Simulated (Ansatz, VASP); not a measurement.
# Cross-check of CoCu2SnSe2S2 (Cu2CoSnS2Se2, stannite) between VASP and Ansatz

One calculation is typed for both programs; each brings its own data sets. How far apart do they land? The cell is invented: As first built, before any earlier steps moved the atoms (in the runner's words): 1x2x1 conventional cells of the CoCu2SnS4 type (32 atoms: 8 S, 4 Co, 8 Cu, 8 Se, 4 Sn); S/Se share their sites, the best of 600 random draws by like-pair counts in two shells; start lattice by linear mixing of the end members' cells; atoms moved at random by 0.02 A. Start moments point up or down at random, in equal numbers. It may not be a known or stable phase. The structure shown is the start of the Ansatz relaxation below; VASP solves that cell, so the two are compared at the walk's first step.

Program: Ansatz 0.2.0. Level of theory: plane waves, with VASP 6.6.1 beside it; single point at PBE. Results are calculated unless marked as measured.

## 1. The structure

The cell holds 32 atoms: 8 S, 4 Co, 8 Cu, 8 Se and 4 Sn. Its edges and angles: a = 5.563 Å, b = 11.117 Å, c = 11.009 Å, α = 90.1°, β = 90.1°, γ = 89.9°. It derives from CoCu2SnS4 (CoCu2SnS4 type, space group 121), repeated 1×2×1. As first built, before any earlier steps moved the atoms (in the runner's words): 1x2x1 conventional cells of the CoCu2SnS4 type (32 atoms: 8 S, 4 Co, 8 Cu, 8 Se, 4 Sn); S/Se share their sites, the best of 600 random draws by like-pair counts in two shells; start lattice by linear mixing of the end members' cells; atoms moved at random by 0.02 A. Start moments point up or down at random, in equal numbers.

## 2. Ansatz: relaxation, PBE

Ansatz runs on its default PAW (the set named soft_2) files.

The two programs are compared at the cell with which this relaxation starts, whose forces are those of its first step.

Contents of input.yaml:

```yaml
crystal:
  lattice:
    - [5.56344, 0.00684, -0.00407]
    - [0.01367, 11.11691, -0.0061]
    - [-0.00813, -0.00609, 11.00945]
  atoms:
    - { symbol: S, position: [0.23105, 0.11301, 0.12677] }
    - { symbol: S, position: [0.26916, 0.36882, 0.36828] }
    - { symbol: S, position: [0.76733, 0.10826, 0.87072] }
    - { symbol: S, position: [0.73126, 0.63726, 0.37439] }
    - { symbol: S, position: [0.26821, 0.86353, 0.37238] }
    - { symbol: S, position: [0.73306, 0.86245, 0.62986] }
    - { symbol: S, position: [0.23447, 0.886, 0.86689] }
    - { symbol: S, position: [0.26842, 0.64106, 0.62541] }
    - { symbol: Co, position: [0.01198, 0.0019, 0.99441], spin: -3.0 }
    - { symbol: Co, position: [0.48829, 0.25508, 0.49372], spin: 3.0 }
    - { symbol: Co, position: [0.99835, 0.49941, 0.00013], spin: 3.0 }
    - { symbol: Co, position: [0.50253, 0.75241, 0.50022], spin: -3.0 }
    - { symbol: Cu, position: [0.03274, 0.24656, 0.24998] }
    - { symbol: Cu, position: [0.46849, 0.99803, 0.25151] }
    - { symbol: Cu, position: [0.5168, 0.98961, 0.75437] }
    - { symbol: Cu, position: [0.98268, 0.23766, 0.75591] }
    - { symbol: Cu, position: [0.99475, 0.75129, 0.26447] }
    - { symbol: Cu, position: [0.50588, 0.50298, 0.26574] }
    - { symbol: Cu, position: [0.48265, 0.51001, 0.74079] }
    - { symbol: Cu, position: [0.01694, 0.75871, 0.74255] }
    - { symbol: Se, position: [0.73111, 0.1341, 0.36399] }
    - { symbol: Se, position: [0.77249, 0.38347, 0.13709] }
    - { symbol: Se, position: [0.72683, 0.36524, 0.63189] }
    - { symbol: Se, position: [0.22808, 0.38231, 0.86466] }
    - { symbol: Se, position: [0.27408, 0.13066, 0.63294] }
    - { symbol: Se, position: [0.22962, 0.61619, 0.13681] }
    - { symbol: Se, position: [0.77137, 0.88886, 0.1338] }
    - { symbol: Se, position: [0.77261, 0.61889, 0.86262] }
    - { symbol: Sn, position: [0.50445, 0.24263, 0.00029] }
    - { symbol: Sn, position: [0.99668, 0.99274, 0.50063] }
    - { symbol: Sn, position: [0.4951, 0.75436, 0.99807] }
    - { symbol: Sn, position: [0.00573, 0.50407, 0.49861] }
magnetization:
  spin_polarized: true
kpoints:
  mp_grid: { grid: [3, 2, 2], shift: [0.0, 0.5, 0.5] }
hamiltonian:
  xc: pbe
scf:
  occupations: { method: fermi_dirac, width: 0.03 }
output:
  forces: true
  stress: true
relax:
  f_tol: 0.02
  max_steps: 25
  cell: { stress_tol: 0.1 }
basis:
  ecutwfc: "300 eV"
```

The run is started by

```
ansatz run input.yaml --threads 4 --pin off --max-ram 15360MiB --backend cpu --events-out ev --progress --plain --runs-dir out
```

Numbers of over 12 decimals in the logs are rounded to 6 here.

What it wrote:

```text
Warning: basis.ecutwfc = 300 eV is below the records' recommended 420 eV, and the density's cutoff is lower with it unless basis.ecutrho_ratio is high enough to keep the records' density cutoff: compare with a run at a higher cutoff
The last accepted step is kept in <dir> (removed where the run ends without a failure and the disk answers)
Engine: ansatz 0.2.0, x86_64-unknown-linux-gnu
Pseudopotentials: kind: paw
Pseudopotential: S, paw, valence charge 6, recommended cutoff 420 eV (normal), S.paw.azcp
Pseudopotential: Co, paw, valence charge 17, recommended cutoff 420 eV (normal), Co.paw.azcp
Pseudopotential: Cu, paw, valence charge 19, recommended cutoff 420 eV (normal), Cu.paw.azcp
Pseudopotential: Se, paw, valence charge 16, recommended cutoff 420 eV (normal), Se.paw.azcp
Pseudopotential: Sn, paw, valence charge 14, recommended cutoff 420 eV (normal), Sn.paw.azcp
Functional definition: PBE
  parameter kappa = 0.804
  parameter beta = 0.066725
  exchange = pbe_x(kappa = kappa, mu = beta*pi^2/3)
  correlation = pbe_c(beta = beta)
Crystal: 32 atoms, lattice volume = 680.914 Å³
Basis set: ecut = 300 eV, 8037 PW (Γ), exchange–correlation on 64×128×128 points (8 copies of the dense FFT grid, shifted against one another)
Bands: 279, of which v1, the nominal top of the filled ones, is band 226 counted from 1 (225 counted from 0)
Symmetry: 1 space group operations
Space group: P1 (ITA 1), of the structure as read, at distance tolerance 8.8e-5 Å
Magnetic group: BNS 1.1 (UNI 1), of the structure as read, at distance tolerance 8.8e-5 Å
k-points: 6 of 12 (time reversal used)
Non-local potential: S, projectors of the file, l = 0: 2, l = 1: 2, l = 2: 2
Non-local potential: Co, projectors of the file, l = 0: 3, l = 1: 2, l = 2: 3, l = 3: 1
Non-local potential: Cu, projectors of the file, l = 0: 3, l = 1: 2, l = 2: 3, l = 3: 1
Non-local potential: Se, projectors of the file, l = 0: 2, l = 1: 2, l = 2: 3, l = 3: 1
Non-local potential: Sn, projectors of the file, l = 0: 2, l = 1: 2, l = 2: 2, l = 3: 2
PAW form: soft (Blöchl's): semilocal exchange-correlation on the pseudo side does not see the compensation charge
PAW one-centre angular grid: S, 110 points (default); XC on 64 Gauss nodes
PAW one-centre angular grid: Co, 590 points (default); XC on 64 Gauss nodes
PAW one-centre angular grid: Cu, 590 points (default); XC on 64 Gauss nodes
PAW one-centre angular grid: Se, 590 points (default); XC on 64 Gauss nodes
PAW one-centre angular grid: Sn, 590 points (default); XC on 64 Gauss nodes
Initial density: superposition of atomic densities (chi_scale 0.1, normalization cell)
Starting moments: Σ|m| = 12 μB on 4 of 32 sites
Starting magnetic order: compensated ferrimagnet; no operation exchanges its spin sublattices
Initial wavefunctions: pseudopotential atomic-orbital guess
Functional: x = pbe(κ = 0.804, μ = 0.219515), c = pbe(β = 0.066725)
SCF iter   1: F=—  HF=-148580.582206 eV  |F-HF|=—  |Δ(HF+E_count)|=         —  Δρ=7.13e-2 (↑7.13e-2 ↓6.85e-2)  dr2=1.06e2  dr2_m=2.11e0  M=-0.350 μB ∫|m|=11.179 μB  β_m=0.30  ethr=3.10e-3  ⟨swp⟩=6.0  Hψ=12143  notcnv=0  defer=36
Mixer restart at iter 1: flushing history
preconditioner: auto → Kerker (q_TF=auto, 2.548 Å⁻¹)  [metal: Δε(μ)=0.006 eV  Ē_g=10.748 eV  σ=0.030 eV  W_gap=0.05  n_scr=188 (ndim 8)  ℏωp=23.6 eV  f_vac=0.020  D(μ)=31.55/eV (n_scr^D=296)]
spin=Collinear: Kerker preconditioning applied to the charge; magnetization (m = ρ↑ − ρ↓) channel mixes plain (no charge-response kernel on spin).
SCF iter   2: F=—  HF=-148577.706752 eV  |F-HF|=—  |Δ(HF+E_count)|=    2.88e0  Δρ=3.46e-2 (↑3.46e-2 ↓3.37e-2)  dr2=1.82e1  dr2_m=1.02e0  M=0.070 μB ∫|m|=11.365 μB  β_m=0.27  ethr=3.10e-3  ⟨swp⟩=2.4  Hψ=6796  notcnv=0  defer=450
preconditioner: auto → Resta (q_TF=auto, 2.548 Å⁻¹)  ε∞=5.3  [insulator: Δε(μ)=0.113 eV  Ē_g=11.340 eV  σ=0.030 eV  W_gap=0.73  n_scr=188 (ndim 8)  ℏωp=23.6 eV  f_vac=0.024  D(μ)=6.11/eV (n_scr^D=30)  ε∞_Penn≈5.3]
spin=Collinear: Resta preconditioning applied to the charge; magnetization (m = ρ↑ − ρ↓) channel mixes plain (no charge-response kernel on spin).
SCF iter   3: F=—  HF=-148574.600585 eV  |F-HF|=—  |Δ(HF+E_count)|=    3.11e0  Δρ=1.87e-2 (↑1.87e-2 ↓1.86e-2)  dr2=5.71e0  dr2_m=1.01e0  M=0.056 μB ∫|m|=11.082 μB  β_m=0.38  ethr=3.10e-3  ⟨swp⟩=2.0  Hψ=4619  notcnv=0  defer=508
SCF iter   4: F=—  HF=-148576.062130 eV  |F-HF|=—  |Δ(HF+E_count)|=    1.46e0  Δρ=1.12e-2 (↑1.09e-2 ↓1.12e-2)  dr2=1.69e0  dr2_m=3.85e-1  M=0.022 μB ∫|m|=10.712 μB  β_m=0.53  ethr=1.26e-3  ⟨swp⟩=2.0  Hψ=4487  notcnv=0  defer=508
SCF iter   5: F=—  HF=-148576.120953 eV  |F-HF|=—  |Δ(HF+E_count)|=   5.88e-2  Δρ=8.32e-3 (↑8.32e-3 ↓7.51e-3)  dr2=1.18e0  dr2_m=1.30e-1  M=0.006 μB ∫|m|=10.258 μB  β_m=0.55  ethr=3.74e-4  ⟨swp⟩=2.7  Hψ=5059  notcnv=0  defer=508
[...]
SCF iter  12: F=—  HF=-148576.048796 eV  |F-HF|=—  |Δ(HF+E_count)|=   9.46e-9  Δρ=3.98e-7 (↑3.98e-7 ↓1.57e-7)  dr2=1.70e-9  dr2_m=1.50e-10  M=0.000 μB ∫|m|=10.330 μB  β_m=0.63  ethr=1.00e-12  ⟨swp⟩=2.0  Hψ=4512  notcnv=0
[...]
SCF converged after 13 iterations
Magnetization: 0.0002 μB (226.0001 up, 225.9999 down)
Absolute magnetization: 10.3367 μB (∫|ρ↑−ρ↓|, with the PAW one-centre terms)
Spin contamination: 5.5421 ħ² per cell (⟨S²⟩ above its minimum at these occupations)
Per-site moments (μB) at R_I (Å): [(-0.050153, 0.938597), (0.049660, 0.924856), (-0.046572, 0.934128), (-0.049020, 0.940589), (-0.045944, 0.943769), (-0.047611, 0.942145), (-0.043825, 0.940017), (-0.050618, 0.937239), (-1.943068, 0.934128), (1.907489, 0.924856), (1.922582, 0.971781), (-1.960473, 0.938864), (0.033853, 0.947310), (-0.044825, 0.947169), (-0.038636, 0.951998), (0.035572, 0.935062), (-0.039597, 0.945439), [...]
Free energy (F): -148576.048796 eV
Harris-Foulkes:  -148576.048796 eV  (|F-HF|=7.86e-10)
Internal energy: -148576.045245 eV  (E = F + TS)
E sigma→0 (E₀):  -148576.047020 eV
Entropy (-TS):   -0.003550 eV (-0.111 meV/atom)
Fermi energy:    8.721333 eV
--- Per-component energies (eV) ---
  E_band       = -9142.755306
  E_kinetic    = 6741.196872
  E_local      = -88132.138189  (includes V_loc(G=0)·N_el)
  E_nonlocal   = 520.427813
  E_hartree    = 40500.731653
  E_xc         = -4465.467103
  E_vxc        = -3577.923073  (∫ρ·V_xc dr)
  E_paw        = -56216.211259  (= ΣΔE_a)
  E_vpaw       = -5695.745385  (= ΣTr[D̂ρ^β])
  E_aug_tail   = -0.038482  (compensation charges beyond the density's cutoff)
  E_ewald      = -47524.546550
  E_smearing   = -0.003550  (= −TS)
  E_closure    = 0.000000  (closes the sum)
  Σ components = -148576.048796   (vs F -148576.048796, Δ=0.00e0)
--- Forces (eV/Å), atoms counted from 1 ---
  atom   1  S     -0.00150674     0.00037987     0.00161120
  atom   2  S     -0.00026784    -0.00189216     0.00256277
  atom   3  S     -0.00027473     0.00155173    -0.00201033
  atom   4  S      0.00003357    -0.00113698    -0.00288675
  atom   5  S     -0.00008106     0.00106648    -0.00122239
  atom   6  S      0.00054297    -0.00153804    -0.00100346
  atom   7  S     -0.00175880    -0.00233878     0.00351976
  atom   8  S     -0.00195177    -0.00119271     0.00177841
  atom   9  Co     0.00100069    -0.00023643     0.00270604
  atom  10  Co    -0.00430185     0.00377515    -0.00109320
  atom  11  Co    -0.00253969     0.00177606     0.00166473
  atom  12  Co    -0.00033929     0.00225874    -0.00000587
  atom  13  Cu     0.00275984    -0.00165429    -0.00009950
  atom  14  Cu    -0.00233564     0.00267408    -0.00172310
  atom  15  Cu     0.00034646     0.00067692    -0.00241521
  atom  16  Cu    -0.00262210    -0.00204419     0.00369195
  atom  17  Cu     0.00101550     0.00010212     0.00088622
  atom  18  Cu     0.00017060    -0.00084002     0.00058469
  atom  19  Cu    -0.00127047     0.00170681    -0.00175706
  atom  20  Cu    -0.00035315     0.00060799     0.00074504
  atom  21  Se     0.00068204    -0.00098118     0.00376706
  atom  22  Se     0.00157624     0.00351195    -0.00590226
  atom  23  Se     0.00332708    -0.00223858    -0.00352638
  atom  24  Se     0.00204301     0.00328040     0.00592327
  atom  25  Se     0.00497668    -0.00168634    -0.00209177
  atom  26  Se    -0.00149492    -0.00267323    -0.00619106
  atom  27  Se     0.00266133    -0.00440117    -0.00280843
  atom  28  Se     0.00242444    -0.00099614     0.00502530
  atom  29  Sn    -0.00088513     0.00165440    -0.00203616
  atom  30  Sn    -0.00137624    -0.00040272    -0.00010376
  atom  31  Sn     0.00046456     0.00241955     0.00110225
  atom  32  Sn    -0.00066649    -0.00119001     0.00130800
  max |Σ_I F_I| component: 8.96e-7 eV/Å
--- Stress (GPa, compression-positive) ---
        0.055994       0.002859      -0.000015
        0.002859       0.084498       0.006126
       -0.000015       0.006127       0.058106
  P = ⅓ Tr σ = 0.0662 GPa (0.662 kbar)
--- Relaxed structure (4 steps of the walk, 4 accepted, 2 SCFs on fresh bases) ---
  F+E_penalty+E_count = -148576.04879555 eV   max|allowed force component| = 6.191e-3 eV/Å   (the final SCF, on the basis selected at the relaxed cell)
  cell:  # Å, volume = 682.6308 Å³
    - [5.570461, 0.00750494, -0.00269178]
    - [0.015015, 11.116041, -0.0067712]
    - [-0.00540206, -0.0067505, 11.024164]
  atoms:
    - { symbol: S, position: [0.231543, 0.113518, 0.126517] }
    - { symbol: S, position: [0.268471, 0.369232, 0.368755] }
    - { symbol: S, position: [0.766154, 0.108644, 0.870947] }
    - { symbol: S, position: [0.732198, 0.636695, 0.374410] }
    - { symbol: S, position: [0.267112, 0.864331, 0.372451] }
    - { symbol: S, position: [0.734099, 0.862901, 0.629531] }
    - { symbol: S, position: [0.235585, 0.885346, 0.867021] }
    - { symbol: S, position: [0.267273, 0.640408, 0.625026] }
    - { symbol: Co, position: [0.011194, 0.00147433, 0.994467] }
    - { symbol: Co, position: [0.488943, 0.254912, 0.494156] }
    - { symbol: Co, position: [0.998377, 0.499458, -6.394818144744938e-5] }
    - { symbol: Co, position: [0.502345, 0.752368, 0.499983] }
    - { symbol: Cu, position: [0.032245, 0.246853, 0.250080] }
    - { symbol: Cu, position: [0.468903, 0.998177, 0.251178] }
    - { symbol: Cu, position: [0.516838, 0.989457, 0.754341] }
    - { symbol: Cu, position: [0.983425, 0.237664, 0.756210] }
    - { symbol: Cu, position: [0.995383, 0.751089, 0.264449] }
    - { symbol: Cu, position: [0.505794, 0.502859, 0.265547] }
    - { symbol: Cu, position: [0.483069, 0.510069, 0.740697] }
    - { symbol: Cu, position: [0.016973, 0.758665, 0.742603] }
    - { symbol: Se, position: [0.731227, 0.134134, 0.364078] }
    - { symbol: Se, position: [0.772099, 0.383255, 0.136766] }
    - { symbol: Se, position: [0.727338, 0.365355, 0.632027] }
    - { symbol: Se, position: [0.228699, 0.382104, 0.864715] }
    - { symbol: Se, position: [0.273569, 0.130623, 0.633050] }
    - { symbol: Se, position: [0.230000, 0.616246, 0.136562] }
    - { symbol: Se, position: [0.771075, 0.888579, 0.133783] }
    - { symbol: Se, position: [0.771866, 0.618980, 0.862612] }
    - { symbol: Sn, position: [0.504273, 0.242813, 0.000323566] }
    - { symbol: Sn, position: [0.996518, 0.993358, 0.500674] }
    - { symbol: Sn, position: [0.495308, 0.754157, 0.998282] }
    - { symbol: Sn, position: [0.00529367, 0.503836, 0.498724] }
```

(Part 1 of 2 ends here.)

[Lines on the potential files, build, host, timing and source positions are cut from VASP's logs without a mark.]

[Logs are printed without paths, hosts, clocks, repeated set-up lines and the standing remarks that a program may print on its own settings, such as how far it seeks lower states.]

[Hosts, paths, dates, database ids (printed as entryN), source tags and the programs' standing remarks are cut or masked in the printed files.]
